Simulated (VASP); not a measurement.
# Zn4Te3O (P-4m2) in VASP: relaxation of cell and atoms with PBE

Aim: the relaxation of cell and atoms of Zn4Te3O with PBE.

Everything below comes from runs of VASP 6.6.1. Logs are shortened: lines on timing, memory, paths and dates and some standing lists are left out, and cuts for length are marked.

### 1 Starting point

Symmetry: P-4m2, No. 115, tetragonal system. The conventional cell has a = 4.000 Å, b = 4.000 Å, c = 11.500 Å, α = 90.00°, β = 90.00°, γ = 90.00°. Zn (site symmetry 2mm) has 2 O at 2.16 Å as nearest neighbours. Zn (site symmetry 2mm) has 4 Te at 2.57 Å as nearest neighbours. Te (site symmetry 2mm) is surrounded by 4 Zn at 2.57 to 2.64 Å. Around Te (site symmetry -4m2) lie 4 Zn at 2.57 Å. O (site symmetry -4m2) has 4 Zn at 2.16 Å as nearest neighbours.

The cell was built by a generator and needn't be a form met in nature.

### 2 Relaxation of cell and atoms, PBE

INCAR reads:

```
SYSTEM = Zn4Te3O
PREC     = Normal         ! precision mode
ENCUT    = 520            ! plane-wave cutoff, eV
EDIFF    = 1E-4           ! SCF threshold, eV
ISMEAR   = 0              ! smearing method
SIGMA    = 0.15           ! smearing width, eV
LREAL    = .False.        ! projectors in reciprocal space
LASPH    = .True.         ! aspherical terms in the spheres
NELM     = 60             ! most SCF steps
ALGO     = Fast           ! electronic algorithm
ISIF     = 3              ! what is computed and relaxed
LWAVE    = .False.        ! write WAVECAR
LCHARG   = .False.        ! write CHGCAR
GGA      = PE             ! functional
IBRION   = 2              ! ionic algorithm
NSW      = 24             ! ionic steps
EDIFFG   = -0.08          ! ionic threshold
```

KPOINTS reads:

```
regular mesh
0
Gamma
  4 4 2
  0 0 0
```

POSCAR reads:

```
Zn4Te3O
1.0
    4.0000000000      0.0000000000      0.0000000000
    0.0000000000      4.0000000000      0.0000000000
    0.0000000000      0.0000000000     11.5000000000
Zn Te O
4 3 1
Direct
    0.0000000000      0.5000000000      0.0700000000
    0.5000000000      0.0000000000      0.9300000000
    0.5000000000      0.0000000000      0.3600000000
    0.0000000000      0.5000000000      0.6400000000
    0.5000000000      0.5000000000      0.2200000000
    0.5000000000      0.5000000000      0.7800000000
    0.0000000000      0.0000000000      0.5000000000
    0.0000000000      0.0000000000      0.0000000000
```

Potentials or basis: VASP PAW PBE potentials, release 64 (Zn, Te, O).

Command:

```console
> cat potpaw_PBE.64/Zn/POTCAR potpaw_PBE.64/Te/POTCAR potpaw_PBE.64/O/POTCAR > POTCAR
> mpirun -np 1 vasp_std > vasp.out
```

OUTCAR:

```text
SYSTEM = Zn4Te3O
   PREC = Normal
   ENCUT = 520
   EDIFF = 1E-4
   ISMEAR = 0
   LREAL = .False.
   LASPH = .True.
   NELM = 60
   ISIF = 3
   GGA = PE
   IBRION = 2
   NSW = 24
   EDIFFG = -0.08

 ion  position               nearest neighbor table
   1  0.000  0.500  0.070-   8 2.16   8 2.16   5 2.64   5 2.64
   2  0.500  0.000  0.930-   8 2.16   8 2.16   6 2.64   6 2.64
   3  0.500  0.000  0.360-   5 2.57   7 2.57   5 2.57   7 2.57
   4  0.000  0.500  0.640-   6 2.57   7 2.57   7 2.57   6 2.57
   5  0.500  0.500  0.220-   3 2.57   3 2.57   1 2.64   1 2.64
   6  0.500  0.500  0.780-   4 2.57   4 2.57   2 2.64   2 2.64
   7  0.000  0.000  0.500-   3 2.57   4 2.57   4 2.57   3 2.57
   8  0.000  0.000  0.000-   1 2.16   2 2.16   1 2.16   2 2.16

  LATTYP: Found a simple tetragonal cell.
 ALAT       =     4.0000000000
 C/A-ratio  =     2.8750000000

  Lattice vectors:

 A1 = (   4.0000000000,   0.0000000000,   0.0000000000)
 A2 = (   0.0000000000,   4.0000000000,   0.0000000000)
 A3 = (   0.0000000000,   0.0000000000,  11.5000000000)

Analysis of symmetry for initial positions (statically):
=====================================================================
 Subroutine PRICEL returns:
 Original cell was already a primitive cell.

 Routine SETGRP: Setting up the symmetry group for a
 simple tetragonal supercell.

 Subroutine GETGRP returns: Found  8 space group operations
 (whereof  8 operations were pure point group operations)
 out of a pool of 16 trial point group operations.

The static configuration has the point symmetry D_2d.

Analysis of symmetry for dynamics (positions and initial velocities):
=====================================================================
 Subroutine PRICEL returns:
 Original cell was already a primitive cell.

 Routine SETGRP: Setting up the symmetry group for a
 simple tetragonal supercell.

 Subroutine GETGRP returns: Found  8 space group operations
 (whereof  8 operations were pure point group operations)
 out of a pool of 16 trial point group operations.

The dynamic configuration has the point symmetry D_2d.

 Subroutine INISYM returns: Found  8 space group operations
 (whereof  8 operations are pure point group operations),
 and found     1 'primitive' translations

----------------------------------------------------------------------------------------

                                     Primitive cell

  volume of cell :     184.0000

  direct lattice vectors                    reciprocal lattice vectors
     4.000000000  0.000000000  0.000000000     0.250000000  0.000000000  0.000000000
     0.000000000  4.000000000  0.000000000     0.000000000  0.250000000  0.000000000
     0.000000000  0.000000000 11.500000000     0.000000000  0.000000000  0.086956522

  length of vectors
     4.000000000  4.000000000 11.500000000     0.250000000  0.250000000  0.086956522

  position of ions in fractional coordinates (direct lattice)
     0.000000000  0.500000000  0.070000000
     0.500000000  0.000000000  0.930000000
     0.500000000  0.000000000  0.360000000
     0.000000000  0.500000000  0.640000000
     0.500000000  0.500000000  0.220000000
     0.500000000  0.500000000  0.780000000
     0.000000000  0.000000000  0.500000000
     0.000000000  0.000000000  0.000000000

  ion indices of the primitive-cell ions
   primitive index   ion index
                 1           1
                 2           2
                 3           3
                 4           4
                 5           5
                 6           6
                 7           7
                 8           8

----------------------------------------------------------------------------------------

 KPOINTS: regular mesh

Automatic generation of k-mesh.
 Grid dimensions read from file:
 generate k-points for:    4    4    2

 Generating k-lattice:

  Cartesian coordinates                     Fractional coordinates (reciprocal lattice)
     0.062500000  0.000000000  0.000000000     0.250000000  0.000000000  0.000000000
     0.000000000  0.062500000  0.000000000     0.000000000  0.250000000  0.000000000
     0.000000000  0.000000000  0.043478261     0.000000000  0.000000000  0.500000000

  Length of vectors
     0.062500000  0.062500000  0.043478261

  Shift w.r.t. Gamma in fractional coordinates (k-lattice)
     0.000000000  0.000000000  0.000000000

 Subroutine IBZKPT returns following result:
 ===========================================

 Found     12 irreducible k-points:

 Following reciprocal coordinates:
            Coordinates               Weight
  0.000000  0.000000  0.000000      1.000000
  0.250000  0.000000  0.000000      4.000000
  0.500000  0.000000  0.000000      2.000000
  0.250000  0.250000  0.000000      4.000000
  0.500000  0.250000  0.000000      4.000000
  0.500000  0.500000  0.000000      1.000000
  0.000000  0.000000  0.500000      1.000000
  0.250000  0.000000  0.500000      4.000000
  0.500000  0.000000  0.500000      2.000000
  0.250000  0.250000  0.500000      4.000000
  0.500000  0.250000  0.500000      4.000000
  0.500000  0.500000  0.500000      1.000000
   k-points           NKPTS =     12   k-points in BZ     NKDIM =     12   number of bands    NBANDS=     43
   number of dos      NEDOS =    301   number of ions     NIONS =      8
   total plane-waves  NPLWV =  36864
   dimension x,y,z NGX =    24 NGY =   24 NGZ =   64
   dimension x,y,z NGXF=    48 NGYF=   48 NGZF=  128
   ions per type =               4   3   1
   NGX,Y,Z   is equivalent  to a cutoff of   9.97,  9.97,  9.25 a.u.
   NGXF,Y,Z  is equivalent  to a cutoff of  19.95, 19.95, 18.50 a.u.
 SYSTEM =  Zn4Te3O
   PREC   = normal    normal or accurate (medium, high low for compatibility)
   ISTART =      0    job   : 0-new  1-cont  2-samecut
   ICHARG =      2    charge: 1-file 2-atom 10-const
   ISPIN  =      1    spin polarized calculation?
   LNONCOLLINEAR =      F non collinear calculations
   LSORBIT =      F    spin-orbit coupling
   LASPH  =      T    aspherical Exc in radial PAW
   ENCUT  =  520.0 eV  38.22 Ry    6.18 a.u.   7.44  7.44 21.38*2*pi/ulx,y,z
   NELM   =     60;   NELMIN=  2; NELMDL= -5     # of ELM steps
   EDIFF  = 0.1E-03   stopping-criterion for ELM
   LREAL  =      F    real-space projection
   EDIFFG = -.8E-01   stopping-criterion for IOM
   NSW    =     24    number of steps for IOM
   IBRION =      2    ionic relax: 0-MD 1-quasi-New 2-CG
   NFREE  =      1    steps in history (QN), initial steepest desc. (CG)
   ISIF   =      3    stress and relaxation
   ISYM   =      2    0-nonsym 1-usesym 2-fastsym
   POTIM  = 0.5000    time-step for ionic-motion
   TEBEG  =    0.0;   TEEND  =   0.0 temperature during run
   PSTRESS=    0.0 pullay stress
   NELECT =      72.0000    total number of electrons
   NUPDOWN=      -1.0000    fix difference up-down
   EMIN   =  10.00;   EMAX   =-10.00  energy-range for DOS
   EFERMI =   0.00;   METHOD = LEGACY
   ISMEAR =     0;   SIGMA  =   0.15  broadening in eV -4-tet -1-fermi 0-gaus
   EFERMI_NEDOS =   21; number of points for ismear=-14 and -15
   IALGO  =     68    algorithm
   IMIX   =      4    mixing-type and parameters
     AMIX     =   0.40;   BMIX     =  1.00
     AMIX_MAG =   1.60;   BMIX_MAG =  1.00
  volume/ion in A,a.u.               =      23.00       155.21
  Fermi-wavevector in a.u.,A,eV,Ry     =   1.197420  2.262795 19.508222  1.433814
  Thomas-Fermi vector in A             =   2.333335
   LORBIT       =      0    0 simple, 1 ext, 2 COOP (PROOUT), +10 PAW based schemes
   GGA     = PE    functional components
   LHFCALC =     F    Hartree Fock is set to
   AEXX    =    0.0000 exact exchange contribution
   IVDW    =     0    specifies the selected vdW correction
   LEPSILON=     F    determine dielectric tensor
   LRPA    =     F    only Hartree local field effects (RPA)
 conjugate gradient relaxation of ions
 non-spin polarized calculation
 RMM-DIIS sequential band-by-band and
 Gauss-broadening in eV      SIGMA  =   0.15
  energy-cutoff  :      520.00
  volume of cell :      184.00
 maximum number of plane-waves:      5002
   NGX = 15   NGY = 15   NGZ = 43

--------------------------------------- Ionic step        1  -------------------------------------------

 number of electron      72.0000007 magnetization

 Free energy of the ion-electron system (eV)
  ---------------------------------------------------
  ext. energy  EPLUGINS =         0.00000000
  ---------------------------------------------------
  free energy    TOTEN  =       -22.69017711 eV

  energy without entropy =      -22.68083610  energy(sigma->0) =      -22.68550661

------------------------ aborting loop because EDIFF is reached ----------------------------------------

  FORCE on cell =-STRESS in cart. coord.  units (eV):
  Direction    XX          YY          ZZ          XY          YZ          ZX
  --------------------------------------------------------------------------------------
  -------------------------------------------------------------------------------------
  Total        4.9881595      4.9881595      2.0626892      0.0000000      0.0000000      0.0000000
  in kB       43.4343264     43.4343264     17.9608366      0.0000000      0.0000000      0.0000000
  external PRESSURE =      34.9431632 kB  Pullay stress =       0.0000000 kB
[... 107 lines left out ...]
  FREE ENERGIE OF THE ION-ELECTRON SYSTEM (eV)
  ---------------------------------------------------
  free  energy   TOTEN  =       -22.8361162639 eV

  energy  without entropy=      -22.8270731945  energy(sigma->0) =      -22.83159473

[... ionic steps 4 to 13 ...]

--------------------------------------- Ionic step       14  -------------------------------------------

 number of electron      71.9999971 magnetization

------------------------ aborting loop because EDIFF is reached ----------------------------------------

  FORCE on cell =-STRESS in cart. coord.  units (eV):
  Direction    XX          YY          ZZ          XY          YZ          ZX
  --------------------------------------------------------------------------------------
  -------------------------------------------------------------------------------------
  Total       -0.3434855     -0.3434855      0.0078937      0.0000000      0.0000000      0.0000000
  in kB       -2.8414754     -2.8414754      0.0653001      0.0000000      0.0000000      0.0000000
  external PRESSURE =      -1.8725502 kB  Pullay stress =       0.0000000 kB
[... 69 lines left out ...]
  energy  without entropy=      -22.9044209461  energy(sigma->0) =      -22.90460714

--------------------------------------- Ionic step       16  -------------------------------------------

 number of electron      71.9999979 magnetization

 Free energy of the ion-electron system (eV)
  ---------------------------------------------------
  ext. energy  EPLUGINS =         0.00000000
  ---------------------------------------------------
  free energy    TOTEN  =       -22.90703973 eV

  energy without entropy =      -22.90668218  energy(sigma->0) =      -22.90686095

 E-fermi :   3.3055     XC(G=0):  -9.2697

 val. band max:        3.0142097842   @ k =   0.0000   0.0000   0.0000
 cond. band min:       3.5559043630   @ k =   0.0000   0.0000   0.0000
 fundamental gap:      0.5416945788
 Fermi energy:         3.3054717040

 k-point     1 :       0.0000    0.0000    0.0000
  band No.  band energies     occupation
      1     -13.9179      2.00000
      2      -8.6329      2.00000
      3      -8.1697      2.00000
      4      -7.8585      2.00000
      5      -3.8834      2.00000
      6      -3.8709      2.00000
[... 576 lines left out ...]
  FREE ENERGIE OF THE ION-ELECTRON SYSTEM (eV)
  ---------------------------------------------------
  free  energy   TOTEN  =       -22.9070397302 eV

  energy  without entropy=      -22.9066821754  energy(sigma->0) =      -22.90686095

 reached required accuracy - stopping structural energy minimisation
```

Wall time 4.4 min (1 thread of AMD EPYC 9R14 (Zen 4), shared host); peak memory 0.22 GiB.

Results:

```yaml
Free_energy: -22.9070 eV
Relaxed_volume: 24.18 Å³/atom
Relaxed_cell: a = 4.172 Å, b = 4.172 Å, c = 11.114 Å, α = 90.00°, β = 90.00°, γ = 90.00°
Space_group_after_relaxing_to_0.05_Å: P-4m2 (No. 115)
Energy_gained_by_relaxing: 27.1 meV/atom
Ionic_steps: 16
Pressure_after_relaxing: 0.2 GPa
Largest_force_after_relaxing: 0.054 eV/Å
Band_gap_on_the_k_mesh: 0.54 eV, direct
```

Forces in eV/Å, atoms in the order of the input:
```
Zn   0.000  0.000 -0.008
Zn   0.000  0.000  0.008
Zn   0.000  0.000 -0.010
Zn   0.000  0.000  0.010
Te   0.000  0.000 -0.054
Te   0.000  0.000  0.054
Te   0.000  0.000  0.000
O    0.000  0.000  0.000
```

The path:
```
step  energy change (eV)  largest force (eV/Å)  pressure (GPa)  volume (Å³)
   1              0.0000                0.4566            3.49       184.00
   2             -0.1437                0.2403           -0.60       197.66
   3             -0.1459                0.2547           -0.75       196.61
   4             -0.1462                0.2689           -0.51       195.55
   5             -0.1458                0.2736            0.00       195.22
   6             -0.1677                0.2125           -0.46       194.75
   7             -0.1955                0.2462           -0.05       193.25
   8             -0.2031                0.1842            0.23       192.69
   9             -0.2084                0.1217            0.44       191.89
  10             -0.2140                0.1121            0.40       193.20
  11             -0.1985                0.1092           -0.59       197.16
  12             -0.2129                0.0964           -1.48       194.94
  13             -0.2147                0.1060           -0.43       193.78
  14             -0.2146                0.1086           -0.19       193.68
  15             -0.2146                0.1066           -0.23       193.71
  16             -0.2169                0.0540            0.23       193.41
```

Final structure:
```xyz
8
Lattice="4.1717 0.0000 0.0000 0.0000 4.1717 0.0000 0.0000 0.0000 11.1136" Properties=species:S:1:pos:R:3 pbc="T T T"
Zn    0.0000    2.0859    0.7265
Zn    2.0859    0.0000   10.3871
Zn    2.0859    0.0000    3.9480
Zn    0.0000    2.0859    7.1656
Te    2.0859    2.0859    2.3505
Te    2.0859    2.0859    8.7631
Te    0.0000    0.0000    5.5568
O     0.0000    0.0000    0.0000
```

Caveat: spin-orbit coupling is left out, which moves the levels of the heavy elements; the relaxation stopped at a loose force limit of 0.08 eV/Å, so its end isn't a converged minimum.
